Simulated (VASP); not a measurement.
# A VASP study of MgMo (rSCAN): structure first, properties next, part 3 of 3

Aim: relax MgMo, then compute properties on the relaxed cell. The cell is invented: it takes the structure of a Materials Project entry for MgZr (space group 166 there), with some of its atoms replaced by other elements, volume scaled by an estimate. It may not be a known or stable phase. Left out of this account: 2 further runs (core levels: core levels are not valid at this level; density of states: it ended just at its time limit, and its output was not read).

VASP 6.6.1; rSCAN; plane waves and PAW (Mo_sv, Mg); invented cell.

So far. Step 3 (Second relaxation): It ends with forces that vanish by symmetry and a pressure of 0.07 GPa. Step 4 (Single point with fields (rSCAN)): In this run the pressure is 0.02 GPa, small enough to go on. The relaxed cell has a = 2.832, c = 14.652 Å (conventional setting).

## (5) Bands along the symmetry lines (rSCAN)

The mesh alone shows little of the dispersion and can miss band extrema, so KPOINTS_OPT adds a path through the symmetry points after the self-consistent cycle.

File INCAR:

```
SYSTEM = MgMo
PREC = Accurate
ENCUT = 400
EDIFF = 1E-06
NELM = 100
ISMEAR = 1
SIGMA = 0.2
LREAL = .FALSE.
ALGO = Normal
METAGGA = RSCAN
LASPH = .TRUE.
LORBIT = 11
LWAVE = .FALSE.
LCHARG = .FALSE.
```

File POSCAR:

```
MgMo
1.0
    1.4159033038      0.8174726386      4.8840596074
   -1.4159033038      0.8174726386      4.8840596074
    0.0000000000     -1.6349443758      4.8840596185
Mo Mg
1 1
Direct
    0.5000000000      0.5000000000      0.5000000000
    0.0000000000      0.0000000000      0.0000000000
```

File KPOINTS:

```
Automatic mesh
0
Gamma
9 9 9
0 0 0
```

File KPOINTS_OPT:

```
Line mode
16
Line-mode
Reciprocal
  0.00000000   0.00000000   0.00000000 GAMMA
  0.50000000   0.00000000   0.00000000 L

  0.50000000   0.00000000   0.00000000 L
  0.50000000   0.18534306  -0.18534306 B1

  0.81465694   0.50000000   0.18534306 B
  0.50000000   0.50000000   0.50000000 Z

  0.50000000   0.50000000   0.50000000 Z
  0.00000000   0.00000000   0.00000000 GAMMA

  0.00000000   0.00000000   0.00000000 GAMMA
  0.34267153   0.00000000  -0.34267153 X

  0.65732847   0.34267153   0.00000000 Q
  0.50000000   0.50000000   0.00000000 F

  0.50000000   0.50000000   0.00000000 F
  0.65732847   0.65732847   0.18534306 P1

  0.65732847   0.65732847   0.18534306 P1
  0.50000000   0.50000000   0.50000000 Z

  0.50000000   0.00000000   0.00000000 L
  0.81465694   0.34267153   0.34267153 P
```

Potentials, in the order of the species: Mo_sv and Mg (PBE family, release 64).

Launch:

```sh
$ mpirun -np 1 vasp_std
```

The program printed:

```text
[... set-up lines as in an earlier step ...]
 entering main loop
       N       E                     dE             d eps       ncg     rms          rms(c)
[... 13 cycles as in an earlier step ...]
   1 F= -.44595479E+02 E0= -.44596699E+02  d E =0.366141E-02
 Start KPOINTS_OPT (optional k-point list driver)
k-point batch [1-85\144]
       N       E                     dE             ncg
DAV:   1    -0.115853614781E+05   -0.43731E+05     2352
DAV:   2    -0.205236326953E+05   -0.89383E+04     2448
DAV:   3    -0.206652591614E+05   -0.14163E+03     2332
DAV:   4    -0.206663203316E+05   -0.10612E+01     2136
DAV:   5    -0.206663288917E+05   -0.85602E-02     2232
DAV:   6    -0.206663290294E+05   -0.13768E-03     2208
DAV:   7    -0.206663290321E+05   -0.27277E-05     1560
DAV:   8    -0.206663290324E+05   -0.25882E-06     1200
k-point batch [86-144\144]
       N       E                     dE             ncg
DAV:   1     0.104789325448E+04   -0.40711E+05     1664
DAV:   2    -0.498483580511E+04   -0.60327E+04     1696
DAV:   3    -0.508050403248E+04   -0.95668E+02     1680
DAV:   4    -0.508113985808E+04   -0.63583E+00     1516
DAV:   5    -0.508114529826E+04   -0.54402E-02     1620
DAV:   6    -0.508114538163E+04   -0.83369E-04     1588
DAV:   7    -0.508114538307E+04   -0.14446E-05     1128
DAV:   8    -0.508114538325E+04   -0.17593E-06      804
```

Run time: 6 min. Hardware: 1 MPI rank of AMD EPYC 9R14 (Zen 4), shared host; peak memory 0.19 GiB.

From OUTCAR (step 5):

```text
   NELECT =      16.0000    total number of electrons

 E-fermi :   7.3761

[... 20 parts as in an earlier step ...]

[... 2 further parts left out ...]
```

Spin-orbit coupling is off here; it would split degenerate levels.

The electronic bands at the labelled points (eV, zero at the Fermi level; # counts the bands kept):

| point | #1 | #2 | #3 | #4 | #5 | #6 |
| --- | --- | --- | --- | --- | --- | --- |
| Γ | -7.74 | -3.92 | -0.95 | -0.25 | -0.25 | 2.35 |
| 0.53 of the way | -5.78 | -2.88 | -2.09 | -0.70 | 1.73 | 1.86 |
| L | -3.99 | -3.33 | -1.63 | -0.16 | 1.31 | 3.99 |
| 0.47 of the way | -3.14 | -2.83 | -1.28 | -0.53 | -0.07 | 2.89 |
| B1 | -2.33 | -1.63 | -1.58 | -1.10 | -0.49 | 2.01 |
| jump to B | -2.33 | -1.63 | -1.58 | -1.10 | -0.49 | 2.01 |
| 0.47 of the way | -4.67 | -3.07 | -1.81 | -1.17 | 0.53 | 1.23 |
| Z | -6.09 | -5.66 | -2.36 | -0.24 | -0.24 | 2.39 |
| 0.47 of the way | -7.17 | -4.46 | -1.92 | -0.24 | -0.24 | 2.37 |
| Γ | -7.74 | -3.92 | -0.95 | -0.25 | -0.25 | 2.35 |
| 0.47 of the way | -5.66 | -2.18 | -1.96 | -1.70 | 1.29 | 2.27 |
| X | -2.18 | -1.67 | -1.57 | -1.17 | -0.60 | 2.17 |
| jump to Q | -2.18 | -1.67 | -1.57 | -1.17 | -0.60 | 2.17 |
| 0.47 of the way | -3.23 | -2.84 | -0.93 | -0.61 | 0.17 | 1.76 |
| F | -3.95 | -3.42 | -0.81 | -0.73 | 1.37 | 2.28 |
| 0.47 of the way | -3.94 | -3.44 | -1.10 | -0.31 | 1.36 | 2.06 |
| P1 | -3.90 | -3.51 | -1.31 | 0.33 | 1.36 | 1.45 |
| 0.53 of the way | -5.23 | -4.12 | -1.80 | -0.95 | 0.73 | 1.23 |
| Z | -6.09 | -5.66 | -2.36 | -0.24 | -0.24 | 2.39 |
| jump to L | -3.99 | -3.33 | -1.63 | -0.16 | 1.31 | 3.99 |
| 0.53 of the way | -3.94 | -3.41 | -1.65 | 0.43 | 1.33 | 2.10 |
| P | -3.90 | -3.51 | -1.31 | 0.33 | 1.36 | 1.45 |

Of the projections kept (Mo, Mg), the largest for each band there; the rest of the weight can lie on other orbitals:

| point | #1 | #2 | #3 | #4 | #5 | #6 |
| --- | --- | --- | --- | --- | --- | --- |
| Γ | Mo 0.56 | Mo 0.96 | Mo 0.55 | Mo 1.00 | Mo 1.00 | Mo 1.00 |
| L | Mo 0.97 | Mo 0.92 | Mo 0.90 | Mg 0.59 | Mo 0.99 | Mo 0.63 |
| B1 | Mo 0.91 | Mo 0.97 | Mo 0.93 | Mo 0.96 | Mo 0.96 | Mo 0.56 |
| B | Mo 0.91 | Mo 0.97 | Mo 0.93 | Mo 0.96 | Mo 0.96 | Mo 0.56 |
| Z | Mg 0.81 | Mo 0.93 | Mo 0.95 | Mo 1.00 | Mo 1.00 | Mo 1.00 |
| Γ | Mo 0.56 | Mo 0.96 | Mo 0.55 | Mo 1.00 | Mo 1.00 | Mo 1.00 |

The electronic bands as a text plot (rows in eV; labels by their first letter):

```
    3.7 |       ***                         *                 *
    3.3 |      *   *                       * *
    2.8 |           **                    *   *
    2.3 |***  *       *        *********       *   **        * *
    1.8 |   ***        *                **      ***  *  **  *
    1.3 |      ****     *   ***         *          *****   *  ***
    0.8 |   *            * ***            *       *    *  *     *
    0.3 |  *   **  *      **  *        *   *          * ** *   *
   -0.2 |**   *  ****   **     ********     **   *   * **   ***
   -0.7 | ** *      *******   **      **    * *******    * **
   -1.1 |** *       ****** * *      *****  * *****   ***  *
   -1.6 |  **    ***  **    **     *    ***   **        ***   ***
   -2.1 |    ****    *******  *****      ********          ***
   -2.6 |           **     *            ** ***  **
   -3.1 |   *********   *                   *    **           *
   -3.6 | **       *     *  *         **          *******      **
   -4.1 |*      ***       *        ***             ***** *    ***
   -4.6 |      *           * *    *        *            * **
   -5.1 |                   * *           *              *
   -5.5 |    **              *****                        ****
   -6.0 |                      **        *                  **
   -6.5 |   *                    *      *
   -7.0 |  *                      *
   -7.5 |**                        *****
         Γ       L    B|B       Z    Γ        X|Q   FP       Z|LP
```

There is no gap at this level.

## (6) Total and projected DOS (rSCAN)

A density of states needs more k-points than a total energy; ISMEAR = -5 takes tetrahedra, and LORBIT projects the states on the PAW spheres. The mesh is finer than in the run before.

INCAR, as its differences from that of step 5:

```diff
@@ -5,3 +5,3 @@
 NELM = 100
-ISMEAR = 1
+ISMEAR = -5
 SIGMA = 0.2
@@ -14 +14,2 @@
 LCHARG = .FALSE.
+NEDOS = 2001
```

POSCAR is that of step 5.

File KPOINTS:

```
Automatic mesh
0
Gamma
13 13 13
0 0 0
```

Launch:

```sh
$ mpirun -np 1 vasp_std
```

The program printed:

```text
[... set-up lines as in an earlier step ...]
 entering main loop
       N       E                     dE             d eps       ncg     rms          rms(c)
DAV:   1     0.506303108738E+02    0.50630E+02   -0.91919E+03  6432   0.104E+03
DAV:   2    -0.492302742991E+02   -0.99861E+02   -0.96149E+02  6480   0.297E+02
DAV:   3    -0.509545558332E+02   -0.17243E+01   -0.16601E+01  6524   0.380E+01
DAV:   4    -0.509665180936E+02   -0.11962E-01   -0.11978E-01  5908   0.322E+00
DAV:   5    -0.509666176436E+02   -0.99550E-04   -0.99861E-04  6516   0.289E-01    0.121E+01
DAV:   6    -0.445792390913E+02    0.63874E+01   -0.31467E+00  5576   0.212E+01    0.206E+00
DAV:   7    -0.445826050204E+02   -0.33659E-02   -0.43769E-02  6228   0.211E+00    0.130E+00
DAV:   8    -0.445904237931E+02   -0.78188E-02   -0.38167E-02  5692   0.204E+00    0.494E-01
DAV:   9    -0.445914914848E+02   -0.10677E-02   -0.19010E-03  6252   0.494E-01    0.138E-01
DAV:  10    -0.445916970580E+02   -0.20557E-03   -0.20992E-04  5888   0.157E-01    0.264E-02
DAV:  11    -0.445918163961E+02   -0.11934E-03   -0.17209E-05  6068   0.420E-02    0.613E-03
DAV:  12    -0.445915402819E+02    0.27611E-03   -0.30342E-06  5888   0.121E-02    0.272E-03
DAV:  13    -0.445915754394E+02   -0.35158E-04   -0.34691E-07  2912   0.563E-03    0.131E-03
DAV:  14    -0.445915402895E+02    0.35150E-04   -0.89751E-08  2820   0.247E-03    0.197E-04
DAV:  15    -0.445915401643E+02    0.12517E-06   -0.10036E-08  2800   0.892E-04
   1 F= -.44591540E+02 E0= -.44591540E+02  d E =0.000000E+00
 -----------------------------------------------------------------------------
|                                                                             |
|           W    W    AA    RRRRR   N    N  II  N    N   GGGG   !!!           |
|           W    W   A  A   R    R  NN   N  II  NN   N  G    G  !!!           |
|           W    W  A    A  R    R  N N  N  II  N N  N  G       !!!           |
|           W WW W  AAAAAA  RRRRR   N  N N  II  N  N N  G  GGG   !            |
|           WW  WW  A    A  R   R   N   NN  II  N   NN  G    G                |
|           W    W  A    A  R    R  N    N  II  N    N   GGGG   !!!           |
|                                                                             |
|     Tetrahedron method does not include variations of the Fermi             |
|     occupations, so forces and stress will be inaccurate. We suggest        |
|     using a different smearing scheme ISMEAR = 1 or 2 for metals in         |
|     relaxations.                                                            |
|                                                                             |
 -----------------------------------------------------------------------------
```

The job ended after 9.8 min (1 MPI rank; peak memory 0.24 GiB).

Parts of OUTCAR (step 6):

```text
   k-points           NKPTS =    231   k-points in BZ     NKDIM =    231   number of bands    NBANDS=     12

   NELECT =      16.0000    total number of electrons

 E-fermi :   7.3500

 k-point     1 :       0.0000    0.0000    0.0000
  band No.  band energies     occupation
    ...
      5      -0.3654      2.00000
      6       3.4743      2.00000
      7       6.4200      2.00000
      8       7.1598      2.00000
      9       7.1598      2.89920
     10       9.7504      0.00000
     11       9.7504      0.00000
     12      11.5504      0.00000

  Total        0.0384185      0.0384185      0.0315058      0.0000000      0.0000000     -0.0000000
  in kB        1.8147289      1.8147297      1.4882052      0.0000000      0.0000001     -0.0000000
  external PRESSURE =       1.7058880 kB  Pullay stress =       0.0000000 kB

 POSITION                                       TOTAL-FORCE (eV/Angst)
 -----------------------------------------------------------------------------------
      0.00000      0.00000      7.32609         0.000000     -0.000000     -0.000000
      0.00000      0.00000      0.00000        -0.000000      0.000000      0.000000
 -----------------------------------------------------------------------------------
    total drift:                                0.000000     -0.000000      0.000000

  FREE ENERGIE OF THE ION-ELECTRON SYSTEM (eV)
  ---------------------------------------------------
  free  energy   TOTEN  =       -44.5915401643 eV

  energy  without entropy=      -44.5915401643  energy(sigma->0) =      -44.59154016

[... 6 parts as in an earlier step ...]

[... 10 further parts left out ...]
```

With tetrahedra the forces and stress of a metal are not exact derivatives of the energy.

Numbers from this step:

| Item | Value |
| --- | --- |
| SCF cycles | 15 |
| irreducible k-points | 231 |
| free energy (TOTEN) | -44.59 eV |
| Fermi energy | 7.35 eV |
| pressure | 0.1706 GPa |
| DOS at the Fermi level | 1.495 states/eV/cell |

The density of states has structure finer than the step of the table below, so its rows give means over 0.5 eV, whole bins alone (the curve runs from -12.0 to 4.2 eV). Peaks (eV: height): total -3.83: 1.51, -3.28: 1.93, -1.70: 3.65, -0.94: 2.25, 1.39: 2.28, 1.98: 2.51; Mo d -3.83: 0.629, -2.41: 1.03, -1.70: 2.10, -0.94: 1.47, 1.39: 1.76, 1.98: 1.76.

States under -12.0 eV and over 4.2 eV are left out. The density of states by energy, zero at the Fermi level; means over each step; values in states/eV/cell:

| energy (eV) | total | Mo d |
| --- | --- | --- |
| -8.0 | 0 | 0 |
| -7.5 | 0.0631 | 2.9e-4 |
| -7.0 | 0.153 | 0.00132 |
| -6.5 | 0.221 | 0.00339 |
| -6.0 | 0.303 | 0.00821 |
| -5.5 | 0.351 | 0.0184 |
| -5.0 | 0.436 | 0.0400 |
| -4.5 | 0.564 | 0.0887 |
| -4.0 | 1.02 | 0.337 |
| -3.5 | 1.45 | 0.641 |
| -3.0 | 1.81 | 0.955 |
| -2.5 | 1.51 | 0.848 |
| -2.0 | 1.89 | 1.10 |
| -1.5 | 1.80 | 0.933 |
| -1.0 | 1.86 | 1.16 |
| -0.5 | 1.83 | 1.14 |
| 0.0 | 1.44 | 0.798 |
| 0.5 | 1.40 | 0.867 |
| 1.0 | 1.43 | 1.00 |
| 1.5 | 1.88 | 1.37 |
| 2.0 | 1.84 | 1.21 |
| 2.5 | 1.22 | 0.747 |
| 3.0 | 0.823 | 0.432 |
| 3.5 | 0.676 | 0.381 |

The finer mesh and the other smearing move the Fermi level by -0.03 eV from the 9×9×9 run, a small shift, which tests the Fermi level alone.

## (7) Zone-centre phonons (rSCAN)

Zone-centre modes test whether the atoms sit at a minimum within this cell. IBRION = 6 takes the force constants from differences of forces between displaced cells, so the forces must be tight.

File INCAR:

```
SYSTEM = MgMo
PREC = Accurate
ENCUT = 400
EDIFF = 1E-08
NELM = 100
ISMEAR = 1
SIGMA = 0.2
LREAL = .FALSE.
ALGO = Normal
METAGGA = RSCAN
LASPH = .TRUE.
LORBIT = 11
LWAVE = .FALSE.
LCHARG = .FALSE.
IBRION = 6
NFREE = 2
POTIM = 0.015
ISIF = 2
NSW = 1
```

POSCAR is that of step 6.

File KPOINTS:

```
Automatic mesh
0
Gamma
9 9 9
0 0 0
```

Launch:

```sh
$ mpirun -np 1 vasp_std
```

The program printed:

```text
[... set-up lines as in an earlier step ...]
 entering main loop
       N       E                     dE             d eps       ncg     rms          rms(c)
[... 11 cycles as in an earlier step ...]
DAV:  12    -0.445954788361E+02    0.19944E-05   -0.71576E-07  2312   0.927E-03    0.177E-03
DAV:  13    -0.445954788087E+02    0.27359E-07   -0.75926E-08  2208   0.255E-03    0.471E-04
DAV:  14    -0.445954787974E+02    0.11326E-07   -0.72154E-09  1136   0.896E-04    0.176E-04
DAV:  15    -0.445954788023E+02   -0.49145E-08   -0.74488E-10  1048   0.285E-04
   1 F= -.44595479E+02 E0= -.44596699E+02  d E =0.366054E-02
[...]
2 F= -.44595335E+02 E0= -.44596555E+02  d E =0.366042E-02
[...]
3 F= -.44595335E+02 E0= -.44596555E+02  d E =0.366041E-02
[...]
4 F= -.44594755E+02 E0= -.44595974E+02  d E =0.365697E-02
[...]
5 F= -.44594755E+02 E0= -.44595974E+02  d E =0.365697E-02
 Finite differences progress:
  Degree of freedom:   2/  4
  Displacement:        2/  2
  Total:               4/  8
[...]
N       E                     dE             d eps       ncg     rms          rms(c)
DAV:   1    -0.445837440261E+02    0.11011E-01   -0.14267E+00  4920   0.165E+01    0.151E-01
 hard stop encountered!  aborting job ...
 -----------------------------------------------------------------------------
|                                                                             |
|           W    W    AA    RRRRR   N    N  II  N    N   GGGG   !!!           |
|           W    W   A  A   R    R  NN   N  II  NN   N  G    G  !!!           |
|           W    W  A    A  R    R  N N  N  II  N N  N  G       !!!           |
|           W WW W  AAAAAA  RRRRR   N  N N  II  N  N N  G  GGG   !            |
|           WW  WW  A    A  R   R   N   NN  II  N   NN  G    G                |
|           W    W  A    A  R    R  N    N  II  N    N   GGGG   !!!           |
|                                                                             |
|     The electronic self-consistency was not achieved in the given           |
|     number of steps (NELM). The forces and other quantities evaluated       |
|     might not be reliable so examine the results carefully. If you find     |
|     spurious results, we suggest increasing NELM, if you were close to      |
|     convergence or switching to a different ALGO or adjusting the           |
|     density mixing parameters otherwise.                                    |
|                                                                             |
 -----------------------------------------------------------------------------

 soft stop encountered!  aborting job ...
```

Elapsed: 21 min, on 1 MPI rank.

The run was stopped at its time limit, by a STOPCAR file.

More ranks or a longer limit would be the way on.

## (8) What came out

```json
{
 "relaxed volume": "16.96 Å³/atom",
 "relaxed conventional cell a, b, c": "2.832, 2.832, 14.652 Å; angles 90.0, 90.0, 120.0°",
 "space group after relaxing, within 0.02 Å": "R-3m (No. 166)",
 "band gap": "none, a metal",
 "DOS at the Fermi level": "1.49 states/eV/cell"
}
```

With rSCAN, MgMo relaxes to 16.96 Å³/atom in space group R-3m (held by the symmetry of the run) and comes out as a metal. Not obtained: zone-centre phonons (rSCAN), because the run hit its time limit. Bands along the symmetry lines (rSCAN): Of the bands kept, 2 cross the Fermi level on this path. Spin-orbit coupling is left out; it would split some degenerate bands. The k-sampling is coarse for a metal, so the Fermi level, pressures and the shape of the cell carry errors. No search among competing phases was made. All values are for a static lattice at zero temperature.

[Lines on the potential files, build, host, timing and source positions are cut from VASP's logs without a mark.]

[Logs are printed without paths, hosts, clocks, repeated set-up lines and the standing remarks that a program may print on its own settings, such as how far it seeks lower states.]

[Hosts, paths, dates, database ids (printed as entryN), source tags and the programs' standing remarks are cut or masked in the printed files.]

[A measured line is paired with the nearest computed mode of its activity, which favours agreement.]
